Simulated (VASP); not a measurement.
Level of theory: PBEsol GGA, VASP's PBE PAW potentials (set 64) (plane waves; VASP).

The input files of a VASP run:

**INCAR**
```
! general
SYSTEM=CaO
PREC  =Accurate
ENCUT =520
LREAL =.FALSE.
LASPH =.TRUE.

! electronic loop
EDIFF =1E-7
NELM  =100
ALGO  =Normal

! smearing
ISMEAR=-5

! functional
GGA   =PS

! ions
ISIF  =2

! output
LWAVE =.FALSE.
LCHARG=.TRUE.
LORBIT=11
NEDOS =601
```

### KPOINTS
```
Automatic mesh
0
Gamma
11 11 11
0 0 0
```

**POSCAR**
```
CaO
1
    0.0000000000     2.3880329525     2.3880329525
    2.3880329525     0.0000000000     2.3880329525
    2.3880329525     2.3880329525     0.0000000000
Ca O
1 1
Direct
  0.0000000000   0.0000000000   0.0000000000
  0.5000000000   0.5000000000   0.5000000000
```

POTCAR, in this order: Ca_sv O (PBE.64 set). Program: vasp_std.

Q: Predict the energy per atom (σ→0).

A: 
The energy per atom (σ→0) comes out as -6.706 eV/atom.

### OSZICAR
```
...
DAV:   8    -0.134129678225E+02    0.11871E-01   -0.70346E-02  1460   0.304E+00    0.382E-01
DAV:   9    -0.134110637521E+02    0.19041E-02   -0.19443E-02  1688   0.114E+00    0.131E-01
DAV:  10    -0.134112931399E+02   -0.22939E-03   -0.17723E-03  1460   0.471E-01    0.240E-02
DAV:  11    -0.134112984823E+02   -0.53424E-05   -0.15125E-04  1880   0.120E-01    0.148E-02
DAV:  12    -0.134112954940E+02    0.29882E-05   -0.12601E-05  1600   0.424E-02    0.375E-03
DAV:  13    -0.134112954002E+02    0.93864E-07   -0.20038E-06  1812   0.119E-02    0.100E-03
DAV:  14    -0.134112953405E+02    0.59684E-07   -0.11978E-07  1024   0.446E-03
   1 F= -.13411295E+02 E0= -.13411295E+02  d E =0.000000E+00
```

The compound is CaO in the rock salt structure. It was relaxed first.
